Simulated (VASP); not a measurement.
Output of a VASP run:

File OSZICAR:
```
       N       E                     dE             d eps       ncg     rms          rms(c)
DAV:   1     0.343104350666E+03    0.34310E+03   -0.18253E+04   208   0.153E+03
DAV:   2     0.256572218874E+02   -0.31745E+03   -0.31247E+03   242   0.306E+02
DAV:   3    -0.131371697685E+02   -0.38794E+02   -0.38642E+02   256   0.120E+02
DAV:   4    -0.145281716980E+02   -0.13910E+01   -0.13895E+01   238   0.262E+01
DAV:   5    -0.145763059848E+02   -0.48134E-01   -0.48130E-01   336   0.493E+00    0.420E+00
DAV:   6    -0.143549724771E+02    0.22133E+00   -0.42297E-01   270   0.389E+00    0.281E+00
DAV:   7    -0.143387540542E+02    0.16218E-01   -0.27537E-01   260   0.247E+00    0.940E-01
DAV:   8    -0.143417560322E+02   -0.30020E-02   -0.40152E-02   248   0.149E+00    0.253E-01
DAV:   9    -0.143421852263E+02   -0.42919E-03   -0.42484E-03   238   0.517E-01    0.889E-02
DAV:  10    -0.143422832644E+02   -0.98038E-04   -0.48544E-04   256   0.141E-01    0.416E-02
DAV:  11    -0.143423604316E+02   -0.77167E-04   -0.41956E-04   256   0.141E-01    0.360E-02
DAV:  12    -0.143423597834E+02    0.64820E-06   -0.33903E-05   256   0.285E-02    0.271E-02
DAV:  13    -0.143423584969E+02    0.12865E-05   -0.28078E-06   206   0.107E-02    0.138E-02
DAV:  14    -0.143423574981E+02    0.99883E-06   -0.35749E-06   188   0.152E-02
   1 F= -.14342357E+02 E0= -.14342357E+02  d E =-.143424E+02
```

File OUTCAR:
```
------------------------ aborting loop because EDIFF is reached ----------------------------------------
  FORCE on cell =-STRESS in cart. coord.  units (eV):
  Direction    XX          YY          ZZ          XY          YZ          ZX
  --------------------------------------------------------------------------------------
  Total       -0.0183754     -0.0183754     -0.0183754     -0.0000000     -0.0000000      0.0000000
  in kB       -0.1213052     -0.1213052     -0.1213052     -0.0000000     -0.0000000      0.0000000
  external PRESSURE =      -0.1213052 kB  Pullay stress =       0.0000000 kB
  volume of cell :      242.70
      direct lattice vectors                 reciprocal lattice vectors
     6.237668312  0.000000000  0.000000000     0.160316315  0.000000000  0.000000000
     0.000000000  6.237668312  0.000000000     0.000000000  0.160316315  0.000000000
     0.000000000  0.000000000  6.237668312     0.000000000  0.000000000  0.160316315
 POSITION                                       TOTAL-FORCE (eV/Angst)
 -----------------------------------------------------------------------------------
      0.00000      0.00000      0.00000         0.000000      0.000000      0.000000
      3.11883      3.11883      3.11883         0.000000      0.000000      0.000000
      3.11883      0.00000      3.11883         0.000000      0.000000      0.000000
      0.00000      3.11883      3.11883         0.000000      0.000000      0.000000
      3.11883      3.11883      0.00000         0.000000      0.000000      0.000000
 -----------------------------------------------------------------------------------
    total drift:                                0.000000     -0.000000     -0.000000
  FREE ENERGIE OF THE ION-ELECTRON SYSTEM (eV)
  ---------------------------------------------------
  free  energy   TOTEN  =       -14.3423574981 eV

  energy  without entropy=      -14.3423574981  energy(sigma->0) =      -14.34235750

 reached required accuracy - stopping structural energy minimisation
```
(Selected blocks of OUTCAR.)

### POSCAR
```
CsSnI3
1
    6.2376683117    -0.0000000000    -0.0000000000
    0.0000000000     6.2376683117    -0.0000000000
    0.0000000000     0.0000000000     6.2376683117
Cs Sn I
1 1 3
Direct
  0.0000000000   0.0000000000   0.0000000000
  0.5000000000   0.5000000000   0.5000000000
  0.5000000000   0.0000000000   0.5000000000
  0.0000000000   0.5000000000   0.5000000000
  0.5000000000   0.5000000000   0.0000000000
```

Write an INCAR and KPOINTS that could have produced this output.

This is not unique; one that fits is the input of the run itself, PW91 GGA, plane waves, VASP's PBE PAW potentials (set 64).

INCAR:
```
ALGO = Normal
EDIFF = 1E-6
EDIFFG = -0.02
ENCUT = 520
GGA = 91
IBRION = 2
ISIF = 3
ISMEAR = 0
LASPH = .TRUE.
LCHARG = .FALSE.
LMAXMIX = 4
LREAL = .FALSE.
LWAVE = .FALSE.
NELM = 100
NSW = 60
PREC = Accurate
SIGMA = 0.05
SYSTEM = CsSnI3
```

### KPOINTS
```
Automatic mesh
0
Gamma
3 3 3
0 0 0
```

POTCAR, in this order: Cs_sv Sn_d I (PBE.64 set). Program: vasp_std.

The compound is CsSnI3 in the cubic perovskite structure, the ideal cubic form; the compound distorts at low or room temperature. It was relaxed first. The start is the result of an earlier pass.
